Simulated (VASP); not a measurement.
Level of theory: RPBE GGA with D3 dispersion (zero damping), VASP's PBE PAW potentials (set 64) (plane waves; VASP).

VASP input:

**KPOINTS**
```
Automatic mesh
0
Gamma
10 10 10
0 0 0
```

### INCAR
```
SYSTEM = NaCl
PREC = Accurate; ENCUT = 300; LREAL = .FALSE.
LASPH = .TRUE.
EDIFF = 1E-6; NELM = 100; ALGO = Normal
ISMEAR = 0; SIGMA = 0.01
GGA = RP; IVDW = 11
ISIF = 2
LWAVE = .FALSE.; LCHARG = .FALSE.
```

POSCAR:
```
NaCl
1
    0.0000000000     2.8566520000     2.8566520000
    2.8566520000     0.0000000000     2.8566520000
    2.8566520000     2.8566520000     0.0000000000
Na Cl
1 1
Direct
  0.0000000000   0.0000000000   0.0000000000
  0.5000000000   0.5000000000   0.5000000000
```

POTCAR, in this order: Na_pv Cl (PBE.64 set). Program: vasp_std.

What VASP printed:

OSZICAR:
```
       N       E                     dE             d eps       ncg     rms          rms(c)
DAV:   1     0.704256118557E+02    0.70426E+02   -0.58220E+03  1080   0.862E+02
DAV:   2    -0.829295680832E+00   -0.71255E+02   -0.66049E+02  1177   0.221E+02
DAV:   3    -0.654051944033E+01   -0.57112E+01   -0.56860E+01  1223   0.673E+01
DAV:   4    -0.664354090799E+01   -0.10302E+00   -0.10297E+00  1169   0.985E+00
DAV:   5    -0.664612319780E+01   -0.25823E-02   -0.25821E-02  1286   0.150E+00    0.250E+00
DAV:   6    -0.644013745741E+01    0.20599E+00   -0.42134E-01  1187   0.386E+00    0.198E+00
DAV:   7    -0.643411558940E+01    0.60219E-02   -0.12076E-01  1148   0.226E+00    0.128E+00
DAV:   8    -0.644657499833E+01   -0.12459E-01   -0.19819E-02  1055   0.131E+00    0.243E-01
DAV:   9    -0.644660816761E+01   -0.33169E-04   -0.25676E-04  1284   0.154E-01    0.141E-01
DAV:  10    -0.644708021947E+01   -0.47205E-03   -0.97167E-04  1055   0.268E-01    0.648E-02
DAV:  11    -0.644707587518E+01    0.43443E-05   -0.22363E-05  1249   0.552E-02    0.420E-03
DAV:  12    -0.644708086237E+01   -0.49872E-05   -0.54173E-06  1073   0.218E-02    0.586E-03
DAV:  13    -0.644708173532E+01   -0.87295E-06   -0.11322E-06  1097   0.814E-03
   1 F= -.71690647E+01 E0= -.71690647E+01  d E =-.355526E-31
```

OUTCAR:
```
------------------------ aborting loop because EDIFF is reached ----------------------------------------
 Edisp (eV)   -0.72198
  FORCE on cell =-STRESS in cart. coord.  units (eV):
  Direction    XX          YY          ZZ          XY          YZ          ZX
  --------------------------------------------------------------------------------------
  Total       0.15705     0.15705     0.15705     0.00000    -0.00000     0.00000
  in kB       5.39709     5.39709     5.39709     0.00000    -0.00000     0.00000
  external pressure =        5.40 kB  Pullay stress =        0.00 kB
  volume of cell :       46.62
      direct lattice vectors                 reciprocal lattice vectors
     0.000000000  2.856652000  2.856652000    -0.175030070  0.175030070  0.175030070
     2.856652000  0.000000000  2.856652000     0.175030070 -0.175030070  0.175030070
     2.856652000  2.856652000  0.000000000     0.175030070  0.175030070 -0.175030070
  FREE ENERGIE OF THE ION-ELECTRON SYSTEM (eV)
  ---------------------------------------------------
  free  energy   TOTEN  =        -7.1690646596 eV

  energy  without entropy=       -7.1690646596  energy(sigma->0) =       -7.16906466
```
(Selected blocks of OUTCAR.)

### OUTCAR
```
 val. band max:       -0.8199371719   @ k =   0.0000   0.0000   0.0000

 cond. band min:       4.4577268108   @ k =   0.0000   0.0000   0.0000


 Fermi energy:        -0.7415630031

 k-point     1 :       0.0000    0.0000    0.0000
  band No.  band energies     occupation
      1     -21.7231      2.00000
      2     -21.7230      2.00000
      3     -21.7230      2.00000
      4     -13.3890      2.00000
      5      -0.8199      2.00000
      6      -0.8199      2.00000
      7      -0.8199      2.00000
      8       4.4577      0.00000
      9      10.4321      0.00000
     10      10.4321      0.00000
     11      10.4321      0.00000

 k-point     2 :       0.1000    0.0000    0.0000
  band No.  band energies     occupation
      1     -21.7253      2.00000
      2     -21.7232      2.00000
      3     -21.7232      2.00000
      4     -13.3625      2.00000
      5      -1.0391      2.00000
      6      -0.8437      2.00000
      7      -0.8437      2.00000
      8       4.7671      0.00000
      9      10.0691      0.00000
     10      10.5575      0.00000
     11      10.5576      0.00000

 k-point     3 :       0.2000    0.0000    0.0000
  band No.  band energies     occupation
      1     -21.7312      2.00000
      2     -21.7237      2.00000
      3     -21.7236      2.00000
      4     -13.2918      2.00000
      5      -1.5378      2.00000
      6      -0.9050      2.00000
      7      -0.9050      2.00000
      8       5.4927      0.00000
      9       9.5065      0.00000
     10      10.7232      0.00000
     11      10.7233      0.00000

 k-point     4 :       0.3000    0.0000    0.0000
  band No.  band energies     occupation
      1     -21.7383      2.00000
      2     -21.7242      2.00000
      3     -21.7242      2.00000
      4     -13.2019      2.00000
      5      -2.0586      2.00000
      6      -0.9784      2.00000
      7      -0.9784      2.00000
      8       6.2158      0.00000
      9       9.2930      0.00000
...
```

At this cut-off the stress carries a Pulay error, which pulls relaxed volumes low.

The structure comes from a computed database's NaCl entry; how it stands against other phases isn't given here. The cell was not relaxed at this level. The run is one of a series of settings (GGA = RP, IVDW = 11, POTCAR Na_pv Cl (PBE.64 set) against the base run), some of them coarse on purpose.
